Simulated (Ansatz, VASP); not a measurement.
# SnPb2: VASP beside Ansatz, part 2 of 2

One calculation is typed for both programs; each brings its own data sets. How far apart do they land? The cell is generated by rule, not measured, and may not be a known phase. The cell is taken from a series of runs on this material, whose earlier steps may have relaxed, scaled, displaced or heated it; both programs get it as it stands.

VASP 6.6.1 and Ansatz 0.2.0.

So far: The structure; VASP: relaxation of cell and atoms, PBEsol.

The structure was built from a prototype and need not be the compound's stable phase.

## Step 3: Ansatz: relaxation of cell and atoms, PBEsol

Level of this step: Ansatz beside VASP: Kohn-Sham DFT, plane waves, PBEsol (Ansatz).

Ansatz runs on norm-conserving files, of PseudoDojo where its log says so.

The same cell, functional, mesh and smearing now go to Ansatz, which takes its cutoff from its data sets.

File input.yaml:

```yaml
crystal:
  lattice:
    - [6.5857457849, 0.0, 0.0]
    - [0.0, 6.5857457849, 0.0]
    - [0.0, 0.0, 6.2187288778]
  atoms:
    - { symbol: Sn, position: [0.0, 0.0, 0.0] }
    - { symbol: Sn, position: [0.5, 0.5, 0.5] }
    - { symbol: Pb, position: [0.6995945575, 0.3004054425, 0.130933484] }
    - { symbol: Pb, position: [0.6995945575, 0.6995945575, 0.869066516] }
    - { symbol: Pb, position: [0.3004054425, 0.3004054425, 0.869066516] }
    - { symbol: Pb, position: [0.3004054425, 0.6995945575, 0.130933484] }
kpoints:
  mp_grid: { grid: [6, 6, 6] }
hamiltonian:
  xc: pbesol
  pseudopotentials: { kind: nc }
scf:
  occupations: { method: methfessel_paxton, width: 0.2 }
output:
  forces: true
  stress: true
  eigenvalues: true
relax:
  adjacent_minimum: "off"
  f_tol: 0.001
  max_steps: 60
  cell: { stress_tol: 0.01 }
```

The run is started by

```
$ ansatz run input.yaml --threads 8 --pin off --max-ram 14336MiB --backend cpu --events-out ev --progress --plain --runs-dir out
```

Numbers of over 12 decimals in the logs are rounded to 6 here.

Output:

```text
Engine: ansatz 0.2.0, aarch64-unknown-linux-gnu
Pseudopotentials: kind: nc
Pseudopotential: Sn, nc, valence charge 14, recommended cutoff 979.609905 eV (normal), Sn.nc.azcp (PseudoDojo's, or run here from an input of PseudoDojo's: the run reads no file of this project's for it)
Pseudopotential: Pb, nc, valence charge 14, recommended cutoff 850 eV (normal), Pb.nc.azcp (PseudoDojo's, or run here from an input of PseudoDojo's: the run reads no file of this project's for it)
Functional definition: PBEsol
  exchange = pbesol_x
  correlation = pbesol_c
Crystal: 6 atoms, lattice volume = 269.719 Å³
Basis set: ecut = 979.609905 eV, 18779 PW (Γ), exchange–correlation on 144×144×128 points (8 copies of the dense FFT grid, shifted against one another)
Bands: 51, of which v1, the nominal top of the filled ones, is band 42 counted from 1 (41 counted from 0)
Symmetry: 8 space group operations
Space group: P-42m (ITA 111), of the structure as read, at distance tolerance 6.5e-5 Å
k-points: 40 of 216 (time reversal used)
Non-local potential: Sn, projectors of the file, l = 0: 2, l = 1: 2, l = 2: 2, l = 3: 2
Non-local potential: Pb, projectors of the file, l = 0: 3, l = 1: 2, l = 2: 2, l = 3: 1
Initial density: superposition of atomic densities (chi_scale 0.1, normalization cell, long waves kept (reshape's long-wave potential 0.02 eV rms))
Initial wavefunctions: pseudopotential atomic-orbital guess
Functional: x = pbesol(κ = 0.804, μ = 0.123457), c = pbesol(β = 0.046)
SCF iter   1: F=—  HF=-11873.899435 eV  |F-HF|=—  |Δ(HF+E_count)|=         —  Δρ=2.10e-2  dr2=3.21e0  ethr=3.10e-3  ⟨swp⟩=7.2  Hψ=7365  notcnv=0
preconditioner: auto → LDOS  [metal: Δε(μ)=0.021 eV  Ē_g=14.156 eV  σ=0.200 eV  W_gap=0.09  n_scr=56 (ndim 8)  ℏωp=18.1 eV  f_vac=0.178  D(μ)=3.91/eV (n_scr^D=18)  β→1.0]
SCF iter   2: F=—  HF=-11872.975834 eV  |F-HF|=—  |Δ(HF+E_count)|=   9.24e-1  S|Δr|=    0.00e0  Δρ=7.55e-3  dr2=1.06e-1  ethr=3.10e-3  ⟨swp⟩=3.9  Hψ=4588  notcnv=0  defer=92
SCF iter   3: F=—  HF=-11872.948450 eV  |F-HF|=—  |Δ(HF+E_count)|=   2.74e-2  S|Δr|=    0.00e0  Δρ=2.58e-3  dr2=1.41e-2  ethr=1.26e-4  ⟨swp⟩=2.1  Hψ=3440  notcnv=0  defer=92
SCF iter   4: F=—  HF=-11872.943286 eV  |F-HF|=—  |Δ(HF+E_count)|=   5.16e-3  S|Δr|=    0.00e0  Δρ=4.81e-4  dr2=8.09e-4  ethr=1.67e-5  ⟨swp⟩=2.0  Hψ=3187  notcnv=0  defer=92
SCF iter   5: F=—  HF=-11872.943103 eV  |F-HF|=—  |Δ(HF+E_count)|=   1.83e-4  S|Δr|=    0.00e0  Δρ=2.40e-4  dr2=1.68e-4  ethr=9.63e-7  ⟨swp⟩=2.0  Hψ=3666  notcnv=0  defer=92
SCF iter   6: F=—  HF=-11872.943057 eV  |F-HF|=—  |Δ(HF+E_count)|=   4.62e-5  S|Δr|=    0.00e0  Δρ=3.25e-5  dr2=3.66e-6  ethr=2.00e-7  ⟨swp⟩=2.0  Hψ=3151  notcnv=0  defer=92
SCF iter   7: F=—  HF=-11872.943380 eV  |F-HF|=—  |Δ(HF+E_count)|=   3.23e-4  S|Δr|=    0.00e0  Δρ=7.62e-6  dr2=1.67e-7  ethr=4.36e-9  ⟨swp⟩=3.0  Hψ=3971  notcnv=0  defer=92
SCF iter   8: F=-11872.943380 eV  HF=-11872.943380 eV  |F-HF|=3.49e-9  |Δ(HF+E_count)|=   2.11e-8  S|Δr|=    0.00e0  Δρ=2.01e-6  dr2=8.39e-9  ethr=1.19e-10  ⟨swp⟩=12.1  Hψ=9420  notcnv=0
SCF 1 converged in 8 iterations: F = -11872.943380 eV  dr2 = 8.39e-9
relax step   1: F+E_penalty+E_count = -11872.94337950 eV  Δ(F+E_penalty+E_count) = +0.000e0 eV  max|allowed force component| = 1.667e-4 eV/Å  Δτ_max = 0.0000 Å  P = -0.001 GPa  Ω = 269.719 Å³  (8 SCF iters, dr2 threshold 1.00e-7 eV, accepted)
Initial density: handed on by an earlier stage of this run
Initial wavefunctions: pseudopotential atomic-orbital guess (no wavefunctions were taken with the density)
iter 1 solved again at ethr=2.12e-7 eV; its pass at ethr=3.10e-3 eV (dr2=1.78e-4 eV) is discarded
SCF iter   1: F=—  HF=-11872.943071 eV  |F-HF|=—  |Δ(HF+E_count)|=         —  Δρ=1.96e-6  dr2=8.28e-9  ethr=2.12e-7  ⟨swp⟩=3.9  Hψ=13503  notcnv=0
eigensolver tolerance schedule: the retry pair's looser diagonalisation over-reported the residual by 21523.11 of it (diagonalisation noise at an unbounded share of the residual, at the tolerance the schedule requests for it); recorded, not acted on — ethr = c·dr2/N_el stays at c = 1.0e-1
preconditioner: auto → LDOS  [metal: Δε(μ)=0.032 eV  Ē_g=16.844 eV  σ=0.200 eV  W_gap=0.13  n_scr=56 (ndim 8)  ℏωp=20.7 eV  f_vac=0.212  D(μ)=2.99/eV (n_scr^D=18)  β→1.0]
SCF iter   2: F=—  HF=-11872.943380 eV  |F-HF|=—  |Δ(HF+E_count)|=   3.09e-4  S|Δr|=    0.00e0  Δρ=1.09e-6  dr2=3.28e-9  ethr=9.85e-12  ⟨swp⟩=3.6  Hψ=5538  notcnv=0
SCF iter   3: F=—  HF=-11872.943380 eV  |F-HF|=—  |Δ(HF+E_count)|=  8.80e-10  S|Δr|=    0.00e0  Δρ=2.74e-7  dr2=1.81e-10  ethr=3.91e-12  ⟨swp⟩=2.0  Hψ=3168  notcnv=0
SCF iter   4: F=—  HF=-11872.943380 eV  |F-HF|=—  |Δ(HF+E_count)|=  4.91e-11  S|Δr|=    0.00e0  Δρ=9.83e-8  dr2=1.59e-11  ethr=1.00e-12  ⟨swp⟩=2.2  Hψ=3689  notcnv=0
SCF iter   5: F=-11872.943380 eV  HF=-11872.943380 eV  |F-HF|=3.64e-12  |Δ(HF+E_count)|=  1.82e-12  S|Δr|=    0.00e0  Δρ=2.25e-8  dr2=6.46e-13  ethr=1.00e-12  ⟨swp⟩=7.9  Hψ=10160  notcnv=0
SCF 2 converged in 5 iterations: F = -11872.943380 eV  dr2 = 6.46e-13
relax step   2: F+E_penalty+E_count = -11872.94337951 eV  Δ(F+E_penalty+E_count) = -3.181e-9 eV  max|allowed force component| = 1.716e-4 eV/Å  Δτ_max = 0.0000 Å  P = -0.001 GPa  Ω = 269.719 Å³  stress off target by 2.11e-3 GPa  SCF on the basis re-selected at this cell (its energy is not comparable with the rows above)  (5 SCF iters)
basis re-selected at this cell: Δ(F+E_penalty+E_count) = -3.181e-9 eV, ΔP = +0.000 GPa vs the last step (what re-selecting the basis moved, of the pressure what is left beyond the Pulay correction that the steps carried, after the strain that the cell walked since its last selection, with what the two solves' SCF thresholds leave and, on support functions, any second-order correction that the steps lacked; it is no m [...]
SCF converged after 5 iterations
Stability not checked: this state was not tested for a lower state beside it, because cold or Methfessel-Paxton smearing, or corrected tetrahedra, fill the levels in a way that the test cannot read (fill_not_monotonic; see scf.lower_state_search)
Free energy (F): -11872.943380 eV
Harris-Foulkes:  -11872.943380 eV  (|F-HF|=3.64e-12)
Internal energy: -11872.943079 eV  (E = F + TS)
E sigma→0 (E₀):  -11872.943304 eV
Entropy (-TS):   -0.000300 eV (-0.050 meV/atom)
Fermi energy:    5.636254 eV
--- Per-component energies (eV) ---
  E_band       = -734.343439
  E_kinetic    = 6297.309129
  E_local      = -9594.248691  (includes V_loc(G=0)·N_el)
  E_nonlocal   = -3227.657916
  E_hartree    = 3849.443936
  E_xc         = -3290.832760
  E_vxc        = -1908.633846  (∫ρ·V_xc dr)
  E_ewald      = -5906.956778
  E_smearing   = -0.000300  (= −TS)
  E_closure    = -0.000000  (closes the sum)
  Σ components = -11872.943380   (vs F -11872.943380, Δ=0.00e0)
--- Forces (eV/Å), atoms counted from 1 ---
  atom   1  Sn    -0.00000000     0.00000000     0.00000000
  atom   2  Sn    -0.00000000     0.00000000     0.00000000
  atom   3  Pb     0.00006486    -0.00006486     0.00017158
  atom   4  Pb     0.00006486     0.00006486    -0.00017158
  atom   5  Pb    -0.00006486    -0.00006486    -0.00017158
  atom   6  Pb    -0.00006486     0.00006486     0.00017158
  max |Σ_I F_I| component: 2.78e-17 eV/Å
--- Stress (GPa, compression-positive) ---
        0.000224       0.000000       0.000000
        0.000000       0.000224       0.000000
        0.000000       0.000000      -0.002111
  P = ⅓ Tr σ = -0.0006 GPa (-0.006 kbar)
--- Band table (eV; the first three rows and the last of 40) ---
  k-point 0: bands = [... 38 lower, 3.9256, 3.9256, 5.3334, 5.3334, 5.3626, 5.6774, 6.8561, 6.8561, ... 5 higher]
  k-point 1: bands = [... 38 lower, 3.9222, 3.9909, 4.9443, 4.9443, 5.3141, 5.6587, 7.4954, 7.4954, ... 5 higher]
  k-point 2: bands = [... 38 lower, 3.9084, 4.5261, 4.5261, 4.6717, 5.2572, 5.5940, 7.6425, 7.8345, ... 5 higher]
  k-point 39: bands = [... 38 lower, 3.2947, 5.0295, 5.2372, 5.2372, 6.3185, 7.4462, 7.7926, 7.7926, ... 5 higher]
--- Relaxed structure (1 steps of the walk, 1 accepted, 1 SCFs on fresh bases) ---
  F+E_penalty+E_count = -11872.94337951 eV   max|allowed force component| = 1.716e-4 eV/Å   (the final SCF, on the basis selected at the relaxed cell)
  cell:  # Å, volume = 269.7190 Å³
    - [6.5857457849, 0.0, 0.0]
    - [0.0, 6.5857457849, 0.0]
    - [0.0, 0.0, 6.2187288778]
  atoms:
    - { symbol: Sn, position: [0.0, 0.0, 0.0] }
    - { symbol: Sn, position: [0.5, 0.5, 0.5] }
    - { symbol: Pb, position: [0.699595, 0.3004054425, 0.130933484] }
    - { symbol: Pb, position: [0.699595, 0.699595, 0.869066516] }
    - { symbol: Pb, position: [0.3004054425, 0.3004054425, 0.869066516] }
    - { symbol: Pb, position: [0.3004054425, 0.699595, 0.130933484] }
```

## Step 4: Comparison

Known differences besides the potentials themselves: the cutoff is 979.61 eV in Ansatz and 500 eV in VASP; Ansatz adds a Pulay correction to the stress that steers its cell, VASP none. Total energies have different zeros and are not compared.

The two programs side by side:

```
                                         quantity  Ansatz    VASP  difference
                                      volume (Å³)  269.72  269.42     +0.11 %
edge a after relaxation, in the typed setting (Å)   6.586   6.584     +0.03 %
edge c after relaxation, in the typed setting (Å)   6.219   6.216     +0.05 %
```

## Step 5: Summary of results

```
difference in volume (relaxation of cell and atoms, PBEsol) : 0.11 %
```

The difference in volume is 0.11 % (relaxation of cell and atoms, PBEsol), within the 1.2 % picked in this series as the mark of a large difference, as far as the stopping tolerances let one tell. 2 further runs of this series are not shown here. How closely two codes agree says nothing of how well the functional describes the real material.

[Lines on the potential files, build, host, timing and source positions are cut from VASP's logs without a mark.]

[Logs are printed without paths, hosts, clocks, repeated set-up lines and the standing remarks that a program may print on its own settings, such as how far it seeks lower states.]

[Hosts, paths, dates, database ids (printed as entryN), source tags and the programs' standing remarks are cut or masked in the printed files.]
